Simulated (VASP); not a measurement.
Molecule: AsH3, in a box.

```
CELL_PARAMETERS angstrom
12.55720 0.00000 0.00000
0.00000 13.05720 0.00000
0.00000 0.00000 13.55720
ATOMIC_POSITIONS crystal
As 0.52424 0.50721 0.45725
H 0.52325 0.41149 0.52352
H 0.54775 0.57516 0.54744
H 0.40380 0.52132 0.47348
```

Base run:

| Quantity | Value |
| --- | --- |
| Program | VASP 6.6.1 |
| Functional | PBE |
| Potentials or basis | VASP PAW PBE potentials, release 64 (As, H) |
| Cutoff | 400 eV |
| k mesh | 1 × 1 × 1 |
| Occupations | gaussian, width 0.01 eV |
| Spin | no spin polarisation |

Its results: gap between the frontier levels 6.00 eV; largest force 0.080 eV/Å.

The run is repeated on the same cell with these changes: functional from PBE to optB86b-vdW. What comes out?

Gap between the frontier levels 5.81 eV; largest force 0.046 eV/Å.

Caveats: the PAW data sets were made with another functional, which shifts forces and pressure a little (some runs).

